# Where does LDA land in a fixed MoS₂ cell?

Hold every atom of MoS₂ in place and change only the density functional. The crystal then cannot adopt the bond lengths that the functional prefers, and the disagreement appears as stress. Eight functionals are known below, and the question is where the simplest one, LDA, will land.

VASP 6.6.1, plane-wave DFT with PAW potentials for MoS₂ (P6₃/mmc, 6 atoms) in a fixed cell with a = 3.161 Å and c = 15.984 Å. All runs use a 520 eV cutoff, an 8 × 8 × 2 k mesh and Fermi–Dirac smearing of 0.05 eV, without spin polarisation, spin–orbit coupling or an added dispersion correction. Stress and pressure are positive in compression.

| functional | potentials | pressure (GPa) | stress xx (GPa) | stress zz (GPa) |
| --- | --- | --- | --- | --- |
| LDA | VASP-PAW-LDA-potentials,-recommended | ? | ? | ? |
| PBE | VASP-PAW-PBE-potentials,-recommended | 1.370 | 1.760 | 0.600 |
| PBEsol | VASP-PAW-PBE-potentials,-recommended | -2.010 | -2.030 | -1.970 |
| SCAN | VASP-PAW-PBE-potentials,-recommended | -0.190 | 0.430 | -1.440 |
| optB86b-vdW | VASP-PAW-PBE-potentials,-recommended | 0.210 | 0.390 | -0.140 |
| optB88-vdW | VASP-PAW-PBE-potentials,-recommended | 2.080 | 2.550 | 1.130 |
| rev-vdW-DF2 | VASP-PAW-PBE-potentials,-recommended | 0.310 | 0.480 | -0.030 |
| vdW-DF | VASP-PAW-PBE-potentials,-recommended | 5.400 | 6.290 | 3.630 |
| vdW-DF2 | VASP-PAW-PBE-potentials,-recommended | 9.230 | 10.480 | 6.720 |

Positive stress means that the cell wants to expand, negative that it wants to shrink. The xx and yy stresses act within the layers, zz acts across them, and the pressure is the mean of the three. The layers stand about 8 Å apart, against roughly 6 Å in the real crystal. The table therefore compares the functionals with one another in a stretched cell and doesn't show which of them describes real MoS₂ best.

**PBE and PBEsol.** PBE wants a wider layer and PBEsol a narrower one: their in-plane stresses are 1.76 and −2.03 GPa. Both functionals correct LDA with the gradient of the electron density, and PBE does so more strongly. The exchange part of this correction lowers the energy of uneven densities. Moving atoms apart makes the density between them more uneven, so a stronger correction usually favours longer bonds. At fixed length, that preference becomes an outward push.

**SCAN.** Its pressure of −0.19 GPa looks like near-equilibrium, but it is a cancellation. SCAN pushes outward in the plane with 0.43 GPa and pulls inward along z with −1.44 GPa. The layer would like to become wider and thinner at once. In a layered crystal, the separate stresses therefore have to be read before their mean.

**The five vdW functionals.** These contain a nonlocal correlation that lets separate layers attract each other, even though no dispersion correction was added. Yet vdW-DF2 has the largest positive zz stress of the known rows, 6.72 GPa. That looks like repulsion between layers, but the forces on the sulphur atoms show that it isn't.

The zz stress can be split exactly into two responses. One is the change in energy when the gap opens while the layers stay rigid; the other comes from the outward forces on the four sulphur atoms, added up, multiplied by half the layer thickness and divided by the cell volume. For vdW-DF2 the first part is −1.1 GPa, an attraction, and the second is 7.8 GPa, a push towards thicker layers. The sulphur force includes some tug from the neighbouring layer, but that tug is far too weak to account for the push.

The gap part is between −1.0 and −1.2 GPa in all five vdW functionals, but only −0.1 to −0.2 GPa in PBE, PBEsol and SCAN. Attraction across the gap thus separates the two groups, while the wide spread inside the vdW group arises within the layers. The smallest gap parts deserve no interpretation of their own, since no test of the wave cutoff is at hand.

What causes that spread can be isolated. The functionals rev-vdW-DF2 and vdW-DF2 share the same correlation and differ in exchange, yet their in-plane stresses lie 10 GPa apart. Among optB86b-vdW, optB88-vdW and vdW-DF, which also share one correlation, exchange alone raises the in-plane stress from 0.39 to 6.29 GPa. Exchange is therefore a strong lever on the preferred size of the layer.

**The forecast for LDA.** LDA has no gradient correction at all, so it should shrink the layer beyond PBEsol. In many transition metals, the further contraction from PBEsol to LDA is roughly half of that from PBE to PBEsol. This is a rough recalled trend, and fractions from 0.2 to 0.8 seem possible. For small mismatches stress is proportional to strain, so the same fraction can be applied to the stresses.

In the plane, the step from PBE to PBEsol is 1.76 − (−2.03) = 3.79 GPa. Half of it is 1.9 GPa, and subtracting this from −2.03 GPa gives −3.9 GPa. The same rule is used for the other two quantities:

- in plane: −3.9 ± 1.1 GPa
- along z: −3.3 ± 1.1 GPa
- pressure: −3.7 ± 1.1 GPa

The ranges follow from the possible fractions and are judgements, not statistical errors. Along z, 0.3 GPa is included because LDA may attract the layers more strongly than PBEsol does. The model takes its step from PBE and PBEsol alone and has no fitted coefficient.

There is a competing estimate. The coefficient that sets the exchange correction at small gradients is about 0.22 in PBE, 0.12 in PBEsol and zero in LDA. With these rounded coefficients, a straight line through the first two functionals reaches −6.6 GPa in the plane at zero. It ignores that the gradient also enters correlation, where it works against exchange. LDA drops that part too, which offsets some of the contraction. The line also ignores that the exchange correction levels off at large gradients, and this acts the other way. The recalled trend is preferred because it comes from the lattice constants of solids, which contain all these effects together.

The withheld rows as computed:

| functional | potentials | pressure (GPa) | stress xx (GPa) | stress zz (GPa) |
| --- | --- | --- | --- | --- |
| LDA | VASP-PAW-LDA-potentials,-recommended | -3.920 | -3.970 | -3.820 |

**What LDA does.** All three values fall inside their ranges. The in-plane stress is −3.97 GPa, much closer to the forecast than a fraction known only between 0.2 and 0.8 could promise. The straight line overshoots the contraction by 2.6 GPa. One row cannot establish the fraction of one half for other materials, but here it clearly describes the layer better than the small-gradient coefficient does.

Along z the forecast is less good: LDA gives −3.82 GPa, an inward pull 0.6 GPa stronger than predicted. The step from PBEsol to LDA is about 0.5 of the previous step in the plane, but 0.7 along z. A single fraction for both directions is thus too simple. The pressure hides part of this error because two of its three components are in-plane ones.

The sulphur force of the LDA run shows where the additional pull comes from. It points inward with 0.47 eV/Å, which gives −3.4 GPa for the layer part and leaves −0.4 GPa for the gap part. Continuing each part by one half would have given −3.1 and −0.1 GPa. The miss is thus shared about equally: the layer wants to be thinner than forecast, and the attraction across the gap is stronger. The division of so small a miss is rough, because the wave cutoff was not tested. LDA has no nonlocal correlation, so its attraction is expected to come from the overlapping outer densities of the layers and to fade faster with distance than that of the vdW functionals. LDA also uses its own potentials, whereas the other eight functionals share the PBE set, which is an approximation for all of them but PBE. Some part of any difference may come from the potentials, and its size is not known here. The printed analysis after this text gives the split of the zz stress for the other eight functionals and each miss of the forecast.

A neighbouring series in which every functional relaxes its own cell would show the same preferences as lengths instead of stresses. The in-plane edge should then be shortest for LDA, longer for PBEsol and PBE, and longest for vdW-DF2. The distance between layers need not follow that order, because it depends on the balance of attraction and repulsion across the gap. PBE has almost no attraction there and is expected to leave the layers too far apart, although it prefers a much narrower layer than vdW-DF2 does.

Output of the analysis:

```
Gap part of zz stress for PBE then PBEsol then SCAN (GPa): -0.109, -0.1244, -0.209
Gap part of zz stress for the five vdW functionals in table order (GPa): -1.167, -1.203, -1.023, -1.117, -1.113
Sulphur-force part of zz stress for PBE then PBEsol then SCAN (GPa): 0.709, -1.846, -1.231
Sulphur-force part of zz stress for the five vdW functionals in table order (GPa): 1.027, 2.333, 0.9925, 4.747, 7.833
In-plane stress of vdW-DF2 less rev-vdW-DF2 (GPa): 10
In-plane stress of vdW-DF less optB86b-vdW (GPa): 5.9
In-plane stress of optB88-vdW less optB86b-vdW (GPa): 2.16
In-plane stress of PBE less PBEsol (GPa): 3.79
Stress along z of PBE less PBEsol (GPa): 2.57
Pressure of PBE less PBEsol (GPa): 3.38
Forecast of LDA in-plane stress (GPa): -3.925
Half-width of the in-plane forecast (GPa): 1.137
Forecast of LDA stress along z (GPa): -3.255
Half-width of the forecast along z (GPa): 1.071
Forecast of LDA pressure (GPa): -3.7
Half-width of the pressure forecast (GPa): 1.114
Rival forecast of LDA in-plane stress from the exchange gradient coefficient (GPa): -6.578
Computed LDA in-plane stress (GPa): -3.97
Computed LDA stress along z (GPa): -3.82
Computed LDA pressure (GPa): -3.92
Miss in plane as forecast less computed (GPa): 0.045
Miss along z as forecast less computed (GPa): 0.565
Miss in pressure as forecast less computed (GPa): 0.22
Miss of the rival in plane as forecast less computed (GPa): -2.608
Step from PBEsol to LDA as a fraction of the step from PBE to PBEsol in plane: 0.5119
Step from PBEsol to LDA as a fraction of the step from PBE to PBEsol along z: 0.7198
```
